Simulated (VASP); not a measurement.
Method: LDA (Ceperley-Alder, Perdew-Zunger), VASP's LDA PAW potentials (set 64) (plane waves; VASP). Each cell was relaxed at this level, without spin-orbit coupling.

Problem. Which of these comes out without a gap?
A) SrCl2, Fm-3m (225)
B) Cs, Im-3m (229)
C) SiC, F-43m (216)
D) La2O3, P-3m1 (164)

Solution. B, Cs, Im-3m (229). The others have gaps of 1.29 eV (SiC, F-43m (216)), 3.72 eV (La2O3, P-3m1 (164)), 5.10 eV (SrCl2, Fm-3m (225)).
